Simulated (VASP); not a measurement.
Calculation: HSE06 screened hybrid, VASP's PBE PAW potentials (set 64) (plane waves; VASP 6.6.1).

VASP ran on this input.

### INCAR
```
ISIF = 0
NELMIN = 4
EDIFF = 1E-5   ! SCF stop (eV)
GGA = PE   ! PBE
LWAVE = .False.
MAGMOM = 64*0.0156
ISYM = 0
NUPDOWN = 1
HFSCREEN = 0.2   ! 1/Angstrom
LCHARG = .False.
LHFCALC = .True.
LMAXMIX = 4
SIGMA = 0.05   ! width (eV)
ISMEAR = 0
LREAL = Auto
AEXX = 0.25
PREC = Normal
ALGO = Normal
LORBIT = 10
LASPH = .True.
PRECFOCK = Fast
ISPIN = 2   ! spin-polarised
SYSTEM = Ga31P32Si
NELM = 50   ! most electronic steps
ENCUT = 400   ! plane-wave cut-off (eV)
```

KPOINTS:
```
Automatic mesh
0
gamma
  1 1 1
0 0 0
```

**POSCAR**
```
Ga31P32Si
11.0671090
  1.0000000188   0.0000000000   0.0000000000
  0.0000000000   1.0000000188   0.0000000000
  0.0000000000   0.0000000000   1.0000000188
Ga P Si
31 32 1
Direct
  0.4999975204   0.0002988740   0.0002847493
  0.7504260458   0.2493203939   0.0017978522
  0.7504672869   0.0013675230   0.2497208885
  0.0000373278   0.0000443897   0.9999362407
  0.2497788738   0.2497235475   0.9988899611
  0.4999858512   0.4999761166   0.0002367337
  0.7503826290   0.7504483891   0.9985575965
  0.2497447612   0.9990127762   0.2497134882
  0.4986907283   0.2510370163   0.2511445898
  0.7494028853   0.5016982800   0.2508791234
  0.5000321966   0.0001265942   0.4999322496
  0.7495222641   0.2506950893   0.5016715071
  0.7503585002   0.9984625829   0.7503189755
  0.9998873470   0.4999876280   0.0002824975
  0.2494802018   0.7505880037   0.0017161031
  0.9987875828   0.2496752388   0.2495971945
  0.2507829931   0.4986480550   0.2508149263
  0.5016436421   0.7494947132   0.2507254434
  0.9997560947   0.0000143484   0.4999410164
  0.2507383861   0.2508009937   0.4987027892
  0.7489771774   0.7489679718   0.4988489135
  0.2495752773   0.0014011646   0.7504029017
  0.5016678042   0.2504541775   0.7496012840
  0.7495898704   0.4980614658   0.7498216719
  0.0013433833   0.7505714231   0.2497200441
  0.0001270355   0.4999971825   0.4999136276
  0.2504877197   0.7496998824   0.5015717484
  0.0016326706   0.2493550410   0.7504831065
  0.2502733848   0.5019463193   0.7497073978
  0.4982121009   0.7496067232   0.7497950380
  0.9983561229   0.7505657298   0.7502646751
  0.6245143691   0.1262721479   0.1267027813
  0.8736795010   0.3754794276   0.1264946945
  0.8738036607   0.1263889582   0.3753884529
  0.1250487858   0.1250855626   0.1249933635
  0.3748877396   0.3748334858   0.1249134889
  0.6253253367   0.6253292362   0.1245942210
  0.8749812133   0.8750480182   0.1249825027
  0.3748426190   0.1248856602   0.3748883906
  0.6206986288   0.3796052594   0.3796813677
  0.8754544933   0.6254345710   0.3749129270
  0.6253673135   0.1244903167   0.6252909682
  0.8756892410   0.3747058883   0.6253838788
  0.8749178959   0.1248837671   0.8749778531
  0.1262352301   0.6245748620   0.1264867599
  0.3754612641   0.8739491879   0.1264331222
  0.1247225697   0.3747888946   0.3747585371
  0.3793137705   0.6208940887   0.3794903514
  0.6253628735   0.8753574256   0.3749341258
  0.1262196746   0.1260884924   0.6244832328
  0.3791193048   0.3793562349   0.6212290906
  0.6205724433   0.6205823717   0.6214783875
  0.8735698620   0.8736549482   0.6244760994
  0.3753517260   0.1262505261   0.8739548445
  0.6253169149   0.3744924106   0.8758177188
  0.8738183187   0.6245902240   0.8738364050
  0.1262319091   0.8740286649   0.3753906009
  0.1244288967   0.6254902824   0.6252299607
  0.3747796576   0.8755624124   0.6253005324
  0.1262084147   0.3754286360   0.8741038896
  0.3745842245   0.6253615776   0.8757945177
  0.6245276018   0.8739226191   0.8739406109
  0.1249231688   0.8749781804   0.8749035372
  0.4997377118   0.5002080268   0.5004254506
```

POTCAR, in this order: Ga P Si (PBE.64 set). Program: vasp_gam. Read from the step before: WAVECAR.

Output

### OSZICAR
```
       N       E                     dE             d eps       ncg     rms          rms(c)
DAV:   1    -0.343548315192E+03   -0.34355E+03   -0.17082E+01   644   0.108E+01    0.108E+01
DAV:   2    -0.343672474826E+03   -0.12416E+00   -0.53039E-01   718   0.123E+00    0.719E+00
DAV:   3    -0.343642628930E+03    0.29846E-01   -0.27349E-02   718   0.291E-01    0.416E+00
DAV:   4    -0.343629053318E+03    0.13576E-01   -0.76214E-03   744   0.158E-01    0.233E+00
DAV:   5    -0.343624310478E+03    0.47428E-02   -0.24438E-03   752   0.877E-02    0.129E+00
DAV:   6    -0.343622636099E+03    0.16744E-02   -0.64757E-04   736   0.491E-02    0.707E-01
DAV:   7    -0.343622048731E+03    0.58737E-03   -0.20495E-04   704   0.293E-02    0.383E-01
DAV:   8    -0.343621850868E+03    0.19786E-03   -0.73584E-05   688   0.180E-02    0.205E-01
DAV:   9    -0.343621787769E+03    0.63100E-04   -0.24608E-05   463   0.109E-02    0.112E-01
DAV:  10    -0.343621769590E+03    0.18178E-04   -0.12124E-05   390   0.761E-03    0.575E-02
DAV:  11    -0.343621765610E+03    0.39801E-05   -0.41227E-06   382   0.426E-03
   1 F= -.34362177E+03 E0= -.34362177E+03  d E =-.901452E-07  mag=     1.0000
```

OUTCAR:
```
------------------------ aborting loop because EDIFF is reached ----------------------------------------
  volume of cell :     1355.51
      direct lattice vectors                 reciprocal lattice vectors
    11.067109208  0.000000000  0.000000000     0.090357832  0.000000000  0.000000000
     0.000000000 11.067109208  0.000000000     0.000000000  0.090357832  0.000000000
     0.000000000  0.000000000 11.067109208     0.000000000  0.000000000  0.090357832
  FREE ENERGIE OF THE ION-ELECTRON SYSTEM (eV)
  ---------------------------------------------------
  free  energy   TOTEN  =      -343.6217656104 eV

  energy  without entropy=     -343.6217655202  energy(sigma->0) =     -343.62176557

  exchange ACFDT corr.  =         0.00000000  see jH, gK, PRB 81, 115126

 total charge

# of ion       s       p       d       tot
------------------------------------------
    1        1.119   1.233   0.161   2.513
    2        1.076   1.278   0.169   2.523
    3        1.076   1.278   0.170   2.524
    4        1.080   1.279   0.169   2.528
    5        1.076   1.279   0.170   2.524
    6        1.079   1.276   0.169   2.523
    7        1.076   1.278   0.170   2.524
    8        1.076   1.278   0.169   2.524
    9        1.076   1.270   0.168   2.515
   10        1.076   1.269   0.168   2.512
   11        1.079   1.276   0.169   2.524
   12        1.076   1.268   0.168   2.512
   13        1.076   1.279   0.170   2.525
   14        1.119   1.232   0.161   2.512
   15        1.076   1.277   0.169   2.522
   16        1.076   1.279   0.170   2.524
   17        1.076   1.270   0.168   2.514
   18        1.076   1.268   0.168   2.512
   19        1.119   1.233   0.161   2.513
   20        1.076   1.269   0.168   2.513
   21        1.076   1.269   0.168   2.513
   22        1.076   1.278   0.170   2.524
   23        1.076   1.268   0.168   2.511
   24        1.076   1.268   0.168   2.512
   25        1.076   1.278   0.169   2.523
   26        1.079   1.276   0.169   2.524
   27        1.076   1.269   0.168   2.513
   28        1.076   1.277   0.169   2.522
   29        1.076   1.268   0.168   2.511
   30        1.076   1.269   0.168   2.513
   31        1.076   1.279   0.170   2.525
   32        1.015   1.526   0.000   2.541
   33        1.015   1.526   0.000   2.541
   34        1.015   1.526   0.000   2.541
   35        1.006   1.533   0.000   2.539
   36        1.007   1.536   0.000   2.542
   37        1.007   1.535   0.000   2.542
   38        1.006   1.533   0.000   2.539
   39        1.007   1.536   0.000   2.542
   40        1.017   1.517   0.000   2.534
   41        1.007   1.535   0.000   2.542
   42        1.007   1.535   0.000   2.542
   43        1.007   1.535   0.000   2.542
   44        1.006   1.532   0.000   2.538
   45        1.015   1.525   0.000   2.541
   46        1.015   1.525   0.000   2.541
   47        1.007   1.535   0.000   2.542
   48        1.017   1.517   0.000   2.534
   49        1.007   1.535   0.000   2.542
   50        1.015   1.526   0.000   2.541
   51        1.017   1.517   0.000   2.533
   52        1.017   1.517   0.000   2.534
   53        1.015   1.526   0.000   2.541
   54        1.015   1.526   0.000   2.541
   55        1.007   1.535   0.000   2.542
   56        1.015   1.526   0.000   2.541
   57        1.015   1.526   0.000   2.541
   58        1.007   1.535   0.000   2.542
   59        1.007   1.535   0.000   2.542
   60        1.015   1.525   0.000   2.540
   61        1.007   1.535   0.000   2.542
   62        1.015   1.526   0.000   2.541
   63        1.006   1.532   0.000   2.538
   64        0.799   0.824   0.000   1.622
--------------------------------------------------
tot         66.643  89.124   5.209 160.976

 magnetization (x)

# of ion       s       p       d       tot
------------------------------------------
    1        0.059   0.001  -0.000   0.059
    2        0.000   0.000   0.001   0.001
    3        0.000   0.000   0.001   0.001
    4        0.004   0.000  -0.000   0.005
    5        0.000   0.000   0.001   0.001
    6        0.004   0.000  -0.000   0.004
    7        0.000   0.000   0.001   0.001
    8        0.000   0.000   0.001   0.001
    9        0.002   0.002   0.002   0.006
   10        0.002   0.002   0.002   0.006
   11        0.004   0.000  -0.000   0.004
   12        0.002   0.002   0.002   0.006
   13        0.000   0.000   0.001   0.001
   14        0.059   0.001  -0.000   0.059
   15        0.000   0.000   0.001   0.001
   16        0.000   0.000   0.001   0.001
   17        0.002   0.002   0.002   0.006
   18        0.002   0.002   0.002   0.006
   19        0.059   0.001  -0.000   0.059
   20        0.002   0.002   0.002   0.006
   21        0.002   0.002   0.002   0.006
...
```
(Selected blocks of OUTCAR.)

The supercell is sampled at Γ alone, which is coarse: total energies, pressure and levels can be off, energies of defects by several tenths of an eV.

The cell is a supercell with a defect, built from GaP (zinc blende): Si_Ga. The cell's shape comes from a PBE relaxation.
